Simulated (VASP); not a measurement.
Method: LDA (Ceperley-Alder, Perdew-Zunger), VASP's LDA PAW potentials (set 64) (plane waves; VASP).

Input for VASP

**POSCAR**
```
C
1.0
  2.4469287126   0.0000000000   0.0000000000
 -1.2234643563   2.1191028441   0.0000000000
  0.0000000000   0.0000000000  24.1277359996
C
4
direct
  0.0000000000   0.0000000000   0.5704668415
  0.0000000000   0.0000000000   0.4295331585
  0.3333330000   0.6666670000   0.4295238648
  0.6666670000   0.3333330000   0.5704761352
```

File KPOINTS:
```
Automatic mesh
0
Gamma
9 9 1
0 0 0
```

**INCAR**
```
SYSTEM=C
PREC=Accurate; ENCUT=520; LREAL=.FALSE.
LASPH=.TRUE.
EDIFF=1E-6; NELM=100; ALGO=Normal
ISMEAR=0; SIGMA=0.05
IBRION=2; NSW=60; ISIF=3
EDIFFG=-0.02
LWAVE=.FALSE.; LCHARG=.FALSE.
```

POTCAR, in this order: C (LDA.64 set). Program: vasp_std.

**Question.** What will the output report for the number of irreducible k-points (NKPTS), largest plane-wave count, number of space-group operations, FFT grid (NGX, NGY, NGZ)?

**Answer.** 
| Property | Result |
|---|---|
| number of irreducible k-points (NKPTS) | 12 |
| largest plane-wave count | 3419 |
| number of space-group operations | 12 |
| FFT grid (NGX, NGY, NGZ) | 18 × 18 × 180 |

The cell is a sheet with vacuum, built from a database entry that may be metastable or hypothetical.
